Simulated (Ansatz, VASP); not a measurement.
# SnH5CN2Cl3 (CH(NH2)2SnCl3): VASP beside Ansatz, part 2 of 2

Aim: how closely do two programs agree when they are given the same cell, functional and k mesh? The cell is generated by rule, not measured, and may not be a known phase. The cell is taken from a series of runs on this material, whose earlier steps may have relaxed, scaled, displaced or heated it; both programs get it as it stands.

VASP 6.6.1 and Ansatz 0.2.0.

So far: The structure; Ansatz: single point, HSE06.

## Step 3: VASP: single point, HSE06

Level of this step: HSE06; plane waves and PAW (C, H, N, Sn_d, Cl); invented cell (VASP).

The same cell, functional and mesh now go to VASP, with its own data sets.

Lines of VASP's logs that name or quote its potential files are left out, and so is its time.

The run reads the wave functions of an earlier VASP run, which isn't shown here.

Input file INCAR:

```
SYSTEM = SnH5CN2Cl3
PREC = Accurate
ENCUT = 520
EDIFF = 1E-06
NELM = 100
ISMEAR = 0
SIGMA = 0.01
LREAL = .FALSE.
ALGO = Normal
LHFCALC = .TRUE.
AEXX = 0.25
GGA = PE
HFSCREEN = 0.208
LASPH = .TRUE.
NBANDS = 39
PRECFOCK = Fast
LORBIT = 11
LWAVE = .FALSE.
LCHARG = .FALSE.
KPAR = 8
NCORE = 2
ISIF = 2
```

Input file POSCAR:

```
SnH5CN2Cl3
1.0
    5.7495448321      0.0614553157      0.5447128158
    0.0614553157      5.9088202652     -0.0666377089
    0.5447128158     -0.0666377089      5.7481586069
C H N Sn Cl
1 5 2 1 3
Direct
    0.9810940672      0.9436820466      0.0178882993
    0.9262224184      0.7742508549      0.0712310994
    0.7615626863      0.9546566502      0.7814605038
    0.2164826987      0.9514571223      0.2385203937
    0.9296576348      0.1951346974      0.7904406074
    0.2101028628      0.1931330491      0.0718434576
    0.8814618376      0.0396557453      0.8574399153
    0.1418197887      0.0378510038      0.1189453882
    0.4856819093      0.4914066488      0.5142706067
    0.4386582902      0.5018149019      0.9706637115
    0.4967715320      0.9295809080      0.5038700487
    0.0293323699      0.5028959437      0.5604372443
```

Input file KPOINTS:

```
Automatic mesh
0
Gamma
4 4 4
0 0 0
```

PAW data sets: C, H, N, Sn_d and Cl (PBE family, release 64).

Command:

```sh
$ mpirun -np 16 vasp_std
```

Numbers of over 12 decimals in the logs are rounded to 6 here.

The log of the run:

```text
[banner, memory and clock lines left out]
running   16 mpi-ranks, on    1 nodes
 distrk:  each k-point on    2 cores,    8 groups
 distr:  one band on    2 cores,    1 groups

 POSCAR found type information on POSCAR C H N SnCl
 POSCAR found :  5 types and      12 ions
 LDA part: xc-table for (Slater+PW92), standard interpolation
 found WAVECAR, reading the header
 POSCAR, INCAR and KPOINTS ok, starting setup
 FFT: planning ... GRIDC
 FFT: planning ... GRID_SOFT
 FFT: planning ... GRID
 reading WAVECAR
 the WAVECAR file was read successfully
 initial charge from wavefunction
 entering main loop
       N       E                     dE             d eps       ncg     rms          rms(c)
DAV:   1    -0.701501399782E+02   -0.70150E+02   -0.81531E-01  3088   0.594E+00    0.134E+00
DAV:   2    -0.701594639251E+02   -0.93239E-02   -0.75342E-02  3528   0.129E+00    0.798E-01
DAV:   3    -0.701561959058E+02    0.32680E-02   -0.98967E-03  4057   0.509E-01    0.485E-01
DAV:   4    -0.701559107444E+02    0.28516E-03   -0.18023E-03  3488   0.215E-01    0.302E-01
DAV:   5    -0.701557459465E+02    0.16480E-03   -0.14833E-04  3784   0.762E-02    0.179E-01
DAV:   6    -0.701556807910E+02    0.65156E-04   -0.76966E-05  3569   0.471E-02    0.101E-01
DAV:   7    -0.701556639457E+02    0.16845E-04   -0.21951E-05  3522   0.255E-02    0.574E-02
DAV:   8    -0.701556587463E+02    0.51994E-05   -0.48448E-06  3489   0.129E-02    0.333E-02
DAV:   9    -0.701556575091E+02    0.12372E-05   -0.16084E-06  2858   0.773E-03    0.196E-02
DAV:  10    -0.701556573539E+02    0.15525E-06   -0.73361E-07  2349   0.522E-03
   1 F= -.70155657E+02 E0= -.70155657E+02  d E =-.465196E-96
```

OUTCAR, selected parts (step 3):

```text
ion  position               nearest neighbor table
   1  0.981  0.944  0.018-   2 1.09   7 1.31   8 1.31
   2  0.926  0.774  0.071-   1 1.09
   3  0.762  0.955  0.781-   7 1.02
   4  0.216  0.951  0.239-   8 1.02
   5  0.930  0.195  0.790-   7 1.03
   6  0.210  0.193  0.072-   8 1.03
   7  0.881  0.040  0.857-   3 1.02   5 1.03   1 1.31
   8  0.142  0.038  0.119-   4 1.02   6 1.03   1 1.31
   9  0.486  0.491  0.514-  11 2.59  10 2.60  12 2.60  12 3.20  10 3.20
  10  0.439  0.502  0.971-   9 2.60   9 3.20
  11  0.497  0.930  0.504-   9 2.59
  12  0.029  0.503  0.560-   9 2.60   9 3.20

  LATTYP: Found a triclinic cell.
 ALAT       =     5.7742947627
 B/A-ratio  =     1.5413909837
 C/A-ratio  =     1.6606624558
 COS(alpha) =     0.0005609310
 COS(beta)  =     0.5025581323
 COS(gamma) =     0.7705468885

 Subroutine GETGRP returns: Found  1 space group operations
 (whereof  1 operations were pure point group operations)

The static configuration has the point symmetry C_1 .

 Found     36 irreducible k-points:

   k-points           NKPTS =     36   k-points in BZ     NKDIM =     64   number of bands    NBANDS=     39

   dimension x,y,z NGX =    48 NGY =   48 NGZ =   48
   dimension x,y,z NGXF=    96 NGYF=   96 NGZF=   96

   ENCUT  =  520.0 eV  38.22 Ry    6.18 a.u.  10.74 10.99 10.74*2*pi/ulx,y,z

   NELECT =      54.0000    total number of electrons

 k-points in reciprocal lattice and weights: Automatic mesh
   0.00000000  0.00000000  0.00000000       0.016
   0.25000000 -0.00000000  0.00000000       0.031
   0.50000000 -0.00000000  0.00000000       0.016
  -0.00000000  0.25000000  0.00000000       0.031
   0.25000000  0.25000000  0.00000000       0.031
   0.50000000  0.25000000 -0.00000000       0.031
  -0.25000000  0.25000000 -0.00000000       0.031
  -0.00000000  0.50000000  0.00000000       0.016
   0.25000000  0.50000000  0.00000000       0.031
[...]
0.25000000  0.50000000  0.50000000       0.031
   0.50000000  0.50000000  0.50000000       0.016

  exchange ACFDT corr.  =         0.00000000  see jH, gK, PRB 81, 115126

 average (electrostatic) potential at core
       1 -52.2031       2 -33.4374       3 -34.4261       4 -34.4355       5 -34.3822
       6 -34.3829       7 -63.8698       8 -63.8716       9 -99.5711      10 -89.8976
      11 -89.9668      12 -89.8960

 E-fermi :   0.7153

 k-point     1 :       0.0000    0.0000    0.0000
  band No.  band energies     occupation
    ...
     23      -2.2361      2.00000
     24      -2.1434      2.00000
     25      -2.0674      2.00000
     26      -2.0354      2.00000
     27      -1.4835      2.00000
     28       4.9879      0.00000
     29       5.8555      0.00000
     30       6.6285      0.00000
     31       7.0496      0.00000
     32       7.1857      0.00000
    ...

 k-point     2 :       0.2500   -0.0000    0.0000
  band No.  band energies     occupation
    ...
     23      -2.2318      2.00000
     24      -2.1706      2.00000
     25      -2.0485      2.00000
     26      -1.9368      2.00000
     27      -1.2588      2.00000
     28       4.9815      0.00000
     29       5.4584      0.00000
     30       6.3447      0.00000
     31       6.7167      0.00000
     32       7.0525      0.00000
    ...

 k-point     3 :       0.5000   -0.0000    0.0000
  band No.  band energies     occupation
    ...
     23      -2.1835      2.00000
     24      -2.1455      2.00000
     25      -2.0267      2.00000
     26      -1.8418      2.00000
     27      -0.7848      2.00000
     28       4.4168      0.00000
     29       4.9702      0.00000
     30       6.3358      0.00000
     31       6.7500      0.00000
     32       7.2013      0.00000
    ...

  Total       -0.7912671     -0.9649987     -0.7876158     -0.4419262      0.4471832     -0.8882964
  in kB       -6.5524451     -7.9911085     -6.5222087     -3.6595700      3.7031024     -7.3559400
  external PRESSURE =      -7.0219208 kB  Pullay stress =       0.0000000 kB

  energy-cutoff  :      520.00
  volume of cell :      193.48
      direct lattice vectors                 reciprocal lattice vectors
     5.749544832  0.061455316  0.544712816     0.175526396 -0.002013430 -0.016656751
     0.061455316  5.908820265 -0.066637709    -0.002013430  0.169283745  0.002153285
     0.544712816 -0.066637709  5.748158607    -0.016656751  0.002153285  0.175572162

 POSITION                                       TOTAL-FORCE (eV/Angst)
 -----------------------------------------------------------------------------------
      5.70858      5.63515      0.57435         0.091367      0.281441     -0.083606
      5.41174      4.62708      0.86238         0.067547      0.236639     -0.064824
      4.86298      5.63562      4.84318         0.309522      0.183822      0.231995
      1.43307      5.61940      1.42557        -0.222007      0.190105     -0.303609
      5.78766      1.15748      5.03697        -0.091112     -0.390376      0.181737
      1.25900      1.14931      0.51454        -0.181904     -0.389969      0.092024
      5.53750      0.23135      5.40620         0.094284     -0.061214      0.072471
      0.88252      0.22444      0.75845        -0.085263     -0.060819     -0.107266
      3.10278      2.89921      3.18792        -0.111438      0.143275      0.110279
      3.08166      2.92741      5.78503         0.005095      0.020337     -0.137767
      3.18780      5.48968      3.10498        -0.014581     -0.172826      0.012532
      0.50483      2.93598      3.20395         0.138490      0.019586     -0.003967
 -----------------------------------------------------------------------------------
    total drift:                               -0.008638      0.012052      0.008525

  FREE ENERGIE OF THE ION-ELECTRON SYSTEM (eV)
  ---------------------------------------------------
  free  energy   TOTEN  =       -70.1556573539 eV

  energy  without entropy=      -70.1556573539  energy(sigma->0) =      -70.15565735

 total charge
# of ion       s       p       d       tot
------------------------------------------
    1        0.881   1.738   0.000   2.619
    2        0.640   0.050   0.000   0.689
    3        0.612   0.090   0.000   0.702
    4        0.612   0.090   0.000   0.702
    5        0.605   0.089   0.000   0.693
    6        0.605   0.089   0.000   0.693
    7        1.224   2.829   0.000   4.053
    8        1.224   2.829   0.000   4.053
    9        1.444   0.578  10.009  12.031
   10        1.594   3.547   0.000   5.141
   11        1.594   3.547   0.000   5.141
   12        1.594   3.547   0.000   5.141
--------------------------------------------------
tot         12.629  19.021  10.009  41.659

[... 3 further parts left out ...]
```

The PAW data sets were made with PBE, which is usual practice but a small mismatch for other functionals.

## Step 4: Side by side

Known differences besides the potentials themselves: exact exchange at q = 0 is treated differently, which shows on coarse meshes; VASP keeps PBE cores, Ansatz makes them for the functional; fixed occupations in Ansatz, narrow Gaussian smearing in VASP; the cutoff is 420 eV in Ansatz and 520 eV in VASP; VASP takes a coarser grid for exact exchange (PRECFOCK = Fast). Total energies have different zeros and are not compared.

Compared:

```tsv
quantity	Ansatz	VASP	difference
gap on the k mesh (eV)	3.087	3.069	+0.018
```

A gap on the mesh is an upper bound, since the band edges may lie between its points.

## Step 5: What came out

| Quantity | Value |
| --- | --- |
| difference in gap on the k mesh (single point, HSE06) | 0.018 eV |

In words: The difference in gap on the k mesh is 0.018 eV (single point, HSE06), within the 0.08 eV picked in this series as the mark of a large difference. How closely two codes agree says nothing of how well the functional describes the real material.

[Lines on the potential files, build, host, timing and source positions are cut from VASP's logs without a mark.]

[Logs are printed without paths, hosts, clocks, repeated set-up lines and the standing remarks that a program may print on its own settings, such as how far it seeks lower states.]

[Hosts, paths, dates, database ids (printed as entryN), source tags and the programs' standing remarks are cut or masked in the printed files.]
